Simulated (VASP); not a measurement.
Data:

```
Cu2O
1.0
    4.25022     0.00000     0.00000
    0.00000     4.25022     0.00000
    0.00000     0.00000     4.25022
Cu O
4 2
Direct
  0.75000   0.25000   0.75000
  0.25000   0.75000   0.75000
  0.75000   0.75000   0.25000
  0.25000   0.25000   0.25000
  0.00000   0.00000   0.00000
  0.50000   0.50000   0.50000
```

Method: vdW-DF-cx, VASP's PBE PAW potentials (set 64) (plane waves; VASP 6.6.1). Run with 520 eV cut-off, Gaussian smearing of 0.050 eV, potentials Cu O.

Task: What does the run give for the band gap (along the path) with the smallest direct gap where there is one?

Result: 
band gap (along the path): 0.58 eV
smallest direct gap (along the path): 0.58 eV

The compound is Cu2O in the cuprite structure. It was relaxed first.
